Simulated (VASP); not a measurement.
# CS2 (Pa-3) in VASP: further runs

The runs below take CS2 through single point, relaxation of the atoms, with PBE.

Program: VASP 6.6.1. These are calculated values, not measurements. Logs are shortened: lines on timing, memory, paths and dates and some standing lists are left out, and cuts for length are marked.

**1. The crystal as given**

The structure is cubic, space group Pa-3 (No. 205). The conventional cell has a = 5.620 Å, b = 5.620 Å, c = 5.620 Å, α = 90.00°, β = 90.00°, γ = 90.00°. Around C (site symmetry -3) lie 2 S at 1.54 Å. S (site symmetry 3) has 1 C at 1.54 Å as nearest neighbours.

The cell comes from a database or a generator and needn't be the stable form of this composition.

**2. Single point, PBE**

INCAR reads:

```
SYSTEM = CS2
PREC = Accurate
ENCUT = 520
EDIFF = 1E-6
ISMEAR = -1
SIGMA = 0.02
LREAL = .FALSE.
LASPH = .TRUE.
NELM = 60
ALGO = Normal
ISIF = 2
LWAVE = .FALSE.
LCHARG = .TRUE.
GGA = PE
LELF = .TRUE.
LVHAR = .TRUE.
NBANDS = 44
```

KPOINTS reads:

```
regular mesh
0
G
  5 5 5
  0 0 0
```

POSCAR reads:

```
CS2
1.0
    5.6200000000      0.0000000000      0.0000000000
    0.0000000000      5.6200000000      0.0000000000
    0.0000000000      0.0000000000      5.6200000000
C S
4 8
Direct
    0.0000000000      0.0000000000      0.0000000000
    0.5000000000      0.0000000000      0.5000000000
    0.5000000000      0.5000000000      0.0000000000
    0.0000000000      0.5000000000      0.5000000000
    0.1584232248      0.1584232248      0.1584232248
    0.3415767752      0.8415767752      0.6584232248
    0.6584232248      0.3415767752      0.8415767752
    0.8415767752      0.6584232248      0.3415767752
    0.8415767752      0.8415767752      0.8415767752
    0.6584232248      0.1584232248      0.3415767752
    0.3415767752      0.6584232248      0.1584232248
    0.1584232248      0.3415767752      0.6584232248
```

Potentials or basis: VASP PAW PBE potentials, release 64 (C, S).

The run is started by

```console
$ cat potpaw_PBE.64/C/POTCAR potpaw_PBE.64/S/POTCAR > POTCAR
$ mpirun -np 1 vasp_std > vasp.out
```

OUTCAR:

```text
SYSTEM = CS2
   PREC = Accurate
   ENCUT = 520
   EDIFF = 1E-6
   ISMEAR = -1
   LREAL = .FALSE.
   LASPH = .TRUE.
   NELM = 60
   ISIF = 2
   GGA = PE

 ion  position               nearest neighbor table
   1  0.000  0.000  0.000-   5 1.54   9 1.54
   2  0.500  0.000  0.500-   6 1.54  10 1.54
   3  0.500  0.500  0.000-   7 1.54  11 1.54
   4  0.000  0.500  0.500-   8 1.54  12 1.54
   5  0.158  0.158  0.158-   1 1.54
   6  0.342  0.842  0.658-   2 1.54
   7  0.658  0.342  0.842-   3 1.54
   8  0.842  0.658  0.342-   4 1.54
   9  0.842  0.842  0.842-   1 1.54
  10  0.658  0.158  0.342-   2 1.54
  11  0.342  0.658  0.158-   3 1.54
  12  0.158  0.342  0.658-   4 1.54

  LATTYP: Found a simple cubic cell.
 ALAT       =     5.6200000000

  Lattice vectors:

 A1 = (   5.6200000000,   0.0000000000,   0.0000000000)
 A2 = (   0.0000000000,   5.6200000000,   0.0000000000)
 A3 = (   0.0000000000,   0.0000000000,   5.6200000000)

Analysis of symmetry for initial positions (statically):
=====================================================================
 Subroutine PRICEL returns:
 Original cell was already a primitive cell.

 Routine SETGRP: Setting up the symmetry group for a
 simple cubic supercell.

 Subroutine GETGRP returns: Found 24 space group operations
 (whereof  6 operations were pure point group operations)
 out of a pool of 48 trial point group operations.

The static configuration has the point symmetry S_6 .
 The point group associated with its full space group is T_h .

Analysis of symmetry for dynamics (positions and initial velocities):
=====================================================================
 Subroutine PRICEL returns:
 Original cell was already a primitive cell.

 Routine SETGRP: Setting up the symmetry group for a
 simple cubic supercell.

 Subroutine GETGRP returns: Found 24 space group operations
 (whereof  6 operations were pure point group operations)
 out of a pool of 48 trial point group operations.

The dynamic configuration has the point symmetry S_6 .
 The point group associated with its full space group is T_h .

 Subroutine INISYM returns: Found 24 space group operations
 (whereof  6 operations are pure point group operations),
 and found     1 'primitive' translations

----------------------------------------------------------------------------------------

                                     Primitive cell

  volume of cell :     177.5043

  direct lattice vectors                    reciprocal lattice vectors
     5.620000000  0.000000000  0.000000000     0.177935943  0.000000000  0.000000000
     0.000000000  5.620000000  0.000000000     0.000000000  0.177935943  0.000000000
     0.000000000  0.000000000  5.620000000     0.000000000  0.000000000  0.177935943

  length of vectors
     5.620000000  5.620000000  5.620000000     0.177935943  0.177935943  0.177935943

  position of ions in fractional coordinates (direct lattice)
     0.000000000  0.000000000  0.000000000
     0.500000000  0.000000000  0.500000000
     0.500000000  0.500000000  0.000000000
     0.000000000  0.500000000  0.500000000
     0.158423225  0.158423225  0.158423225
     0.341576775  0.841576775  0.658423225
     0.658423225  0.341576775  0.841576775
     0.841576775  0.658423225  0.341576775
     0.841576775  0.841576775  0.841576775
     0.658423225  0.158423225  0.341576775
     0.341576775  0.658423225  0.158423225
     0.158423225  0.341576775  0.658423225

  ion indices of the primitive-cell ions
   primitive index   ion index
                 1           1
                 2           2
                 3           3
                 4           4
                 5           5
                 6           6
                 7           7
                 8           8
                 9           9
                10          10
                11          11
                12          12

----------------------------------------------------------------------------------------

 KPOINTS: regular mesh

Automatic generation of k-mesh.
 Grid dimensions read from file:
 generate k-points for:    5    5    5

 Generating k-lattice:

  Cartesian coordinates                     Fractional coordinates (reciprocal lattice)
     0.035587189  0.000000000  0.000000000     0.200000000  0.000000000  0.000000000
     0.000000000  0.035587189  0.000000000     0.000000000  0.200000000  0.000000000
     0.000000000  0.000000000  0.035587189     0.000000000  0.000000000  0.200000000

  Length of vectors
     0.035587189  0.035587189  0.035587189

  Shift w.r.t. Gamma in fractional coordinates (k-lattice)
     0.000000000  0.000000000  0.000000000

 Subroutine IBZKPT returns following result:
 ===========================================

 Found     11 irreducible k-points:

 Following reciprocal coordinates:
            Coordinates               Weight
  0.000000  0.000000  0.000000      1.000000
  0.200000  0.000000  0.000000      6.000000
  0.400000  0.000000  0.000000      6.000000
  0.200000  0.200000  0.000000     12.000000
  0.400000  0.200000  0.000000     12.000000
 -0.200000  0.400000  0.000000     12.000000
  0.400000  0.400000  0.000000     12.000000
  0.200000  0.200000  0.200000      8.000000
  0.400000  0.200000  0.200000     24.000000
  0.400000  0.400000  0.200000     24.000000
  0.400000  0.400000  0.400000      8.000000
   k-points           NKPTS =     11   k-points in BZ     NKDIM =     11   number of bands    NBANDS=     44
   number of dos      NEDOS =    301   number of ions     NIONS =     12
   total plane-waves  NPLWV =  74088
   dimension x,y,z NGX =    42 NGY =   42 NGZ =   42
   dimension x,y,z NGXF=    84 NGYF=   84 NGZF=   84
   ions per type =               4   8
   NGX,Y,Z   is equivalent  to a cutoff of  12.42, 12.42, 12.42 a.u.
   NGXF,Y,Z  is equivalent  to a cutoff of  24.85, 24.85, 24.85 a.u.
 SYSTEM =  CS2
   PREC   = accura    normal or accurate (medium, high low for compatibility)
   ISTART =      0    job   : 0-new  1-cont  2-samecut
   ICHARG =      2    charge: 1-file 2-atom 10-const
   ISPIN  =      1    spin polarized calculation?
   LNONCOLLINEAR =      F non collinear calculations
   LSORBIT =      F    spin-orbit coupling
   LASPH  =      T    aspherical Exc in radial PAW
   ENCUT  =  520.0 eV  38.22 Ry    6.18 a.u.  10.45 10.45 10.45*2*pi/ulx,y,z
   NELM   =     60;   NELMIN=  2; NELMDL= -5     # of ELM steps
   EDIFF  = 0.1E-05   stopping-criterion for ELM
   LREAL  =      F    real-space projection
[... 7 lines left out ...]
   TEBEG  =    0.0;   TEEND  =   0.0 temperature during run
   PSTRESS=    0.0 pullay stress
   NELECT =      64.0000    total number of electrons
   NUPDOWN=      -1.0000    fix difference up-down
   EMIN   =  10.00;   EMAX   =-10.00  energy-range for DOS
   EFERMI =   0.00;   METHOD = LEGACY
   ISMEAR =    -1;   SIGMA  =   0.02  broadening in eV -4-tet -1-fermi 0-gaus
   EFERMI_NEDOS =   21; number of points for ismear=-14 and -15
   IALGO  =     38    algorithm
   IMIX   =      4    mixing-type and parameters
     AMIX     =   0.40;   BMIX     =  1.00
     AMIX_MAG =   1.60;   BMIX_MAG =  1.00
  volume/ion in A,a.u.               =      14.79        99.82
  Fermi-wavevector in a.u.,A,eV,Ry     =   1.165195  2.201899 18.472341  1.357679
  Thomas-Fermi vector in A             =   2.301723
   LORBIT       =      0    0 simple, 1 ext, 2 COOP (PROOUT), +10 PAW based schemes
   GGA     = PE    functional components
   LHFCALC =     F    Hartree Fock is set to
   AEXX    =    0.0000 exact exchange contribution
   IVDW    =     0    specifies the selected vdW correction
   LEPSILON=     F    determine dielectric tensor
   LRPA    =     F    only Hartree local field effects (RPA)
 non-spin polarized calculation
  energy-cutoff  :      520.00
  volume of cell :      177.50
 maximum number of plane-waves:      4801
 NGX is ok and might be reduce to    42
   NGX = 21   NGY = 21   NGZ = 21

 number of electron      64.0000003 magnetization

 Free energy of the ion-electron system (eV)
  ---------------------------------------------------
  ext. energy  EPLUGINS =         0.00000000
  ---------------------------------------------------
  free energy    TOTEN  =       -59.98332484 eV

  energy without entropy =      -59.98332484  energy(sigma->0) =      -59.98332484

 E-fermi :   6.1674     XC(G=0): -10.3178

 val. band max:        5.7022059971   @ k =   0.0000   0.0000   0.0000
 cond. band min:       7.0394757832   @ k =   0.4000   0.2000   0.0000
 fundamental gap:      1.3372697861
 Fermi energy:         6.1674497377

 k-point     1 :       0.0000    0.0000    0.0000
  band No.  band energies     occupation
      1     -12.1445      2.00000
      2     -10.5789      2.00000
      3     -10.5789      2.00000
      4     -10.5789      2.00000
      5      -9.0257      2.00000
      6      -9.0257      2.00000
[... 36 lines left out ...]
     43      11.6342      0.00000
     44      11.6342      0.00000

 k-point     2 :       0.2000    0.0000    0.0000
  band No.  band energies     occupation
      1     -12.0398      2.00000
      2     -10.8182      2.00000
      3     -10.5775      2.00000
      4     -10.5771      2.00000
      5      -8.9798      2.00000
      6      -8.9411      2.00000
[... 36 lines left out ...]
     43      11.7609      0.00000
     44      12.0545      0.00000

 k-point     3 :       0.4000    0.0000    0.0000
  band No.  band energies     occupation
      1     -11.7397      2.00000
      2     -11.2936      2.00000
      3     -10.5749      2.00000
      4     -10.5745      2.00000
      5      -8.8802      2.00000
      6      -8.8321      2.00000
[... 365 lines left out ...]
     43      10.9801      0.00000
     44      11.0323      0.00000

 k-point    11 :       0.4000    0.4000    0.4000
  band No.  band energies     occupation
      1     -11.1721      2.00000
      2     -10.9896      2.00000
      3     -10.9824      2.00000
      4     -10.9824      2.00000
      5      -8.8714      2.00000
      6      -8.8714      2.00000
[... 36 lines left out ...]
     43      11.0399      0.00000
     44      11.1325      0.00000

------------------------ aborting loop because EDIFF is reached ----------------------------------------

  FORCE on cell =-STRESS in cart. coord.  units (eV):
  Direction    XX          YY          ZZ          XY          YZ          ZX
  --------------------------------------------------------------------------------------
  -------------------------------------------------------------------------------------
  Total       24.9175725     24.9175725     24.9175725      0.0000000      0.0000000     -0.0000000
  in kB      224.9092758    224.9092758    224.9092758      0.0000000      0.0000000     -0.0000000
  external PRESSURE =     224.9092758 kB  Pullay stress =       0.0000000 kB

 VOLUME and BASIS-vectors are now :
 -----------------------------------------------------------------------------
  energy-cutoff  :      520.00
  volume of cell :      177.50
      direct lattice vectors                 reciprocal lattice vectors
     5.620000000  0.000000000  0.000000000     0.177935943  0.000000000  0.000000000
     0.000000000  5.620000000  0.000000000     0.000000000  0.177935943  0.000000000
     0.000000000  0.000000000  5.620000000     0.000000000  0.000000000  0.177935943

 POSITION                                       TOTAL-FORCE (eV/Angst)
 -----------------------------------------------------------------------------------
      0.00000      0.00000      0.00000         0.000000      0.000000     -0.000000
      2.81000      0.00000      2.81000         0.000000      0.000000     -0.000000
      2.81000      2.81000      0.00000         0.000000      0.000000     -0.000000
      0.00000      2.81000      2.81000         0.000000      0.000000     -0.000000
      0.89034      0.89034      0.89034        -0.164199     -0.164199     -0.164199
      1.91966      4.72966      3.70034         0.164199      0.164199     -0.164199
      3.70034      1.91966      4.72966        -0.164199      0.164199      0.164199
      4.72966      3.70034      1.91966         0.164199     -0.164199      0.164199
      4.72966      4.72966      4.72966         0.164199      0.164199      0.164199
      3.70034      0.89034      1.91966        -0.164199     -0.164199      0.164199
      1.91966      3.70034      0.89034         0.164199     -0.164199     -0.164199
      0.89034      1.91966      3.70034        -0.164199      0.164199     -0.164199
 -----------------------------------------------------------------------------------
    total drift:                               -0.000000      0.000000      0.000000

  FREE ENERGIE OF THE ION-ELECTRON SYSTEM (eV)
  ---------------------------------------------------
  free  energy   TOTEN  =       -59.9833248449 eV

  energy  without entropy=      -59.9833248449  energy(sigma->0) =      -59.98332484
```

Run time: 48 s. Hardware: 1 thread of Intel Xeon 6975P-C (Granite Rapids), shared host; peak memory 0.28 GiB.

What came out:

* Free energy: -59.9833 eV
* Pressure: 22.5 GPa
* Largest force: 0.284 eV/Å
* Band gap on the k mesh: 1.34 eV, indirect (least direct gap 1.55 eV)

Forces in eV/Å, atoms in the order of the input:
```
C    0.000  0.000  0.000
C    0.000  0.000  0.000
C    0.000  0.000  0.000
C    0.000  0.000  0.000
S   -0.164 -0.164 -0.164
S    0.164  0.164 -0.164
S   -0.164  0.164  0.164
S    0.164 -0.164  0.164
S    0.164  0.164  0.164
S   -0.164 -0.164  0.164
S    0.164 -0.164 -0.164
S   -0.164  0.164 -0.164
```

Levels at points of the mesh, in eV from the valence-band top:
```
           k point  band 28  band 29  band 30  band 31  band 32  band 33  band 34  band 35  band 36  band 37
(0.00, 0.00, 0.00)    -1.61    -1.61    -1.61     0.00     0.00     2.12     2.12     2.12     2.58     2.58
```

Caveat: so large a pressure means that the cell lies far from this level's equilibrium, or that cutoff or potentials fall short; an odd mesh through Γ misses points on the zone boundary, where band edges often lie.

**3. Relaxation of the atoms, PBE**

INCAR reads:

```
SYSTEM = CS2
PREC = Accurate ; ENCUT = 520
EDIFF = 1E-6 ; ISMEAR = -1
SIGMA = 0.02 ; LREAL = .False.
LASPH = .True. ; NELM = 80
ALGO = Fast ; ISIF = 2
LWAVE = .False. ; LCHARG = .False.
GGA = PE ; IBRION = 2
NSW = 80 ; EDIFFG = -0.02
```

KPOINTS reads:

```
regular mesh
0
Gamma
  5 5 5
  0 0 0
```

POSCAR reads:

```
CS2
1.0
    5.6200000000      0.0000000000      0.0000000000
    0.0000000000      5.6200000000      0.0000000000
    0.0000000000      0.0000000000      5.6200000000
C S
4 8
Direct
    0.0000000000      0.0000000000      0.0000000000
    0.5000000000      0.0000000000      0.5000000000
    0.5000000000      0.5000000000      0.0000000000
    0.0000000000      0.5000000000      0.5000000000
    0.1200165074      0.1200165074      0.1200165074
    0.3799834926      0.8799834926      0.6200165074
    0.6200165074      0.3799834926      0.8799834926
    0.8799834926      0.6200165074      0.3799834926
    0.8799834926      0.8799834926      0.8799834926
    0.6200165074      0.1200165074      0.3799834926
    0.3799834926      0.6200165074      0.1200165074
    0.1200165074      0.3799834926      0.6200165074
```

Potentials or basis: VASP PAW PBE potentials, release 64 (C, S).

The run is started by

```console
$ cat potpaw_PBE.64/C/POTCAR potpaw_PBE.64/S/POTCAR > POTCAR
$ mpirun -np 1 vasp_std > vasp.out
```

Run time: 6 min. Hardware: 1 thread of Intel Xeon 6975P-C (Granite Rapids), shared host; peak memory 0.28 GiB.

The run converged. Its results:

| Quantity | Value |
| --- | --- |
| Free energy | -49.5499 eV |
| Energy gained by relaxing | 4283.9 meV/atom |
| Ionic steps | 8 |
| Pressure after relaxing | 0.9 GPa |
| Largest force after relaxing | 0.007 eV/Å |
| Band gap on the k mesh | 0.23 eV, indirect (least direct gap 0.31 eV) |

Forces on the atoms (eV/Å):
```
C    0.000  0.000  0.000
C    0.000  0.000  0.000
C    0.000  0.000  0.000
C    0.000  0.000  0.000
S   -0.004 -0.004 -0.004
S    0.004  0.004 -0.004
S   -0.004  0.004  0.004
S    0.004 -0.004  0.004
S    0.004  0.004  0.004
S   -0.004 -0.004  0.004
S    0.004 -0.004 -0.004
S   -0.004  0.004 -0.004
```

The path:
```tsv
step	energy change (eV)	largest force (eV/Å)	pressure (GPa)
1	0.0000	58.7074	176.69
2	-47.4238	8.7376	18.38
3	-49.7376	0.9245	-7.04
4	-50.1624	1.1105	-5.65
5	-51.4019	0.1610	0.50
6	-51.1681	1.4101	4.17
7	-51.3679	0.4350	-0.24
8	-51.4067	0.0066	0.93
```

Final structure:
```
C S
1.0
     5.62000    0.00000    0.00000
     0.00000    5.62000    0.00000
     0.00000    0.00000    5.62000
C S
4 8
Direct
  0.00000 0.00000 0.00000
  0.50000 0.00000 0.50000
  0.50000 0.50000 0.00000
  0.00000 0.50000 0.50000
  0.39543 0.39543 0.39543
  0.10457 0.60457 0.89543
  0.89543 0.10457 0.60457
  0.60457 0.89543 0.10457
  0.60457 0.60457 0.60457
  0.89543 0.39543 0.10457
  0.10457 0.89543 0.39543
  0.39543 0.10457 0.89543
```

Levels at points of the mesh, in eV from the valence-band top:
```
           k point  band 29  band 30  band 31  band 32  band 33  band 34  band 35  band 36
(0.00, 0.00, 0.00)    -0.79     0.00     0.00     0.00     0.31     0.80     0.80     0.80
```

Caveat: an odd mesh through Γ misses points on the zone boundary, where band edges often lie.
